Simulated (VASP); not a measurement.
Method: AM05 GGA, VASP's PBE PAW potentials (set 64) (plane waves; VASP).

The input files of a VASP run:

INCAR:
```
# general
SYSTEM = BP
PREC   = Accurate
ENCUT  = 520
LREAL  = .False.
LASPH  = .True.   # aspherical one-centre terms

# electronic loop
EDIFF  = 1E-6   # SCF stop (eV)
NELM   = 100   # most electronic steps
ALGO   = Normal   # blocked Davidson

# smearing
ISMEAR = 0   # Gaussian
SIGMA  = 0.05   # width (eV)

# functional
GGA    = AM

# ions
IBRION = 2
NSW    = 60   # most ionic steps
ISIF   = 3   # ions, shape and volume
EDIFFG = -0.01   # ionic stop

# output
LWAVE  = .False.
LCHARG = .False.
```

### KPOINTS
```
Automatic
0
G
9 9 9
0 0 0
```

**POSCAR**
```
BP
1
    0.0000000000     2.2700000000     2.2700000000
    2.2700000000     0.0000000000     2.2700000000
    2.2700000000     2.2700000000     0.0000000000
B P
1 1
Direct
  0.0000000000   0.0000000000   0.0000000000
  0.2500000000   0.2500000000   0.2500000000
```

POTCAR, in this order: B P (PBE.64 set). Program: vasp_std.

Estimate the energy per atom (σ→0), volume per atom.

```yaml
energy per atom (σ→0): -6.689 eV/atom
volume_per_atom: 11.54 Å³/atom
```

File OSZICAR:
```
...
       N       E                     dE             d eps       ncg     rms          rms(c)
DAV:   1    -0.133798557008E+02   -0.22422E-02   -0.30888E-02   632   0.139E+00    0.217E-01
DAV:   2    -0.133791122634E+02    0.74344E-03   -0.15520E-03   736   0.250E-01    0.115E-01
DAV:   3    -0.133789098462E+02    0.20242E-03   -0.42260E-04   648   0.119E-01    0.304E-02
DAV:   4    -0.133788938741E+02    0.15972E-04   -0.16528E-05   728   0.304E-02    0.246E-02
DAV:   5    -0.133788901405E+02    0.37336E-05   -0.44034E-06   712   0.151E-02    0.114E-02
DAV:   6    -0.133788898938E+02    0.24675E-06   -0.12262E-07   280   0.292E-03
   3 F= -.13378890E+02 E0= -.13378890E+02  d E =-.229953E-02
```

The compound is BP in the zinc blende structure. This run relaxes it. Symmetry was kept, so distortions that lower it aren't found.
